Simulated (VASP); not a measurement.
An input for Ansatz (written as the equivalent of a VASP run, and not itself run):

Ansatz 0.2 input:
```yaml
crystal:
  lattice:
    - [3.1999230, 0.0000000, 0.0000000]
    - [-1.5999610, 2.7712140, 0.0000000]
    - [0.0000000, 0.0000000, 10.4757260]
  atoms:
    - { symbol: Ga, position: [-0.0163920, -0.0195290, -0.0042000] }
    - { symbol: Ga, position: [0.0035350, 0.0084200, 0.4978050] }
    - { symbol: Ga, position: [0.6495340, 0.3435950, 0.7483340] }
    - { symbol: Ga, position: [0.3397910, 0.6672930, 0.2518920] }
    - { symbol: N, position: [-0.0234540, -0.0099560, 0.8134010] }
    - { symbol: N, position: [0.0189340, -0.0159080, 0.3152430] }
    - { symbol: N, position: [0.6909620, 0.3600710, 0.5666210] }
    - { symbol: N, position: [0.3370900, 0.6660140, 0.0621640] }
kpoints:
  mp_grid: { grid: [3, 3, 3], shift: [0.5, 0.5, 0.5] }
hamiltonian:
  xc: lda
  pseudopotentials: { kind: paw }
scf:
  occupations: { method: fermi_dirac, width: 0.1 }
  max_iter: 100
relax:
  max_steps: 50
  f_tol: 0.01
  cell: {}
output: { forces: true, stress: true, eigenvalues: true }
```

Write the VASP files for the same calculation (LDA).

Several could match; the one computed here: 
**POSCAR**
```
GaN
1
    3.1999230000     0.0000000000     0.0000000000
   -1.5999610000     2.7712140000     0.0000000000
    0.0000000000     0.0000000000    10.4757260000
Ga N
4 4
Direct
 -0.0163920000  -0.0195290000  -0.0042000000
  0.0035350000   0.0084200000   0.4978050000
  0.6495340000   0.3435950000   0.7483340000
  0.3397910000   0.6672930000   0.2518920000
 -0.0234540000  -0.0099560000   0.8134010000
  0.0189340000  -0.0159080000   0.3152430000
  0.6909620000   0.3600710000   0.5666210000
  0.3370900000   0.6660140000   0.0621640000
```

**KPOINTS**
```
Automatic mesh
0
Gamma
3 3 3
0.5 0.5 0.5
```

INCAR:
```
SYSTEM = GaN
PREC = Accurate
ENCUT = 240
EDIFF = 1E-03
NELM = 100
ALGO = Normal
LREAL = .FALSE.
LASPH = .TRUE.
ISMEAR = -1
SIGMA = 0.1
LMAXMIX = 4
LWAVE = .FALSE.
LCHARG = .FALSE.
ISIF = 3
IBRION = 2
NSW = 50
EDIFFG = -0.01
```

POTCAR, in this order: Ga_d N (LDA.64 set). Program: vasp_std.

What does not carry over: each code has its own PAW files, so the cut-off isn't converted (ENCUT is set for VASP's; basis.ecutwfc is left out, and Ansatz then takes the one that its files recommend); Ansatz stops its SCF on the density residual and VASP on the energy change (EDIFF); Ansatz's lda is the Perdew-Wang form, while the LDA potentials of VASP carry Perdew-Zunger's.

The structure was generated: GaN was put into an ordered model structure, which need not be its known phase. In the starting cell atoms are displaced from their ideal sites. This run relaxes it. The k-mesh is coarse (spacing up to 0.80 per Å, 2π included), so the numbers may not be converged in it. The run is one of a series of settings (EDIFF = 1E-03, EDIFFG = -0.01, ENCUT = 240, IBRION = 2, ISIF = 3, NSW = 50, KPOINTS 3×3×3 Γ-centred mesh shifted by (0.5, 0.5, 0.5) against the base run), some of them coarse on purpose.
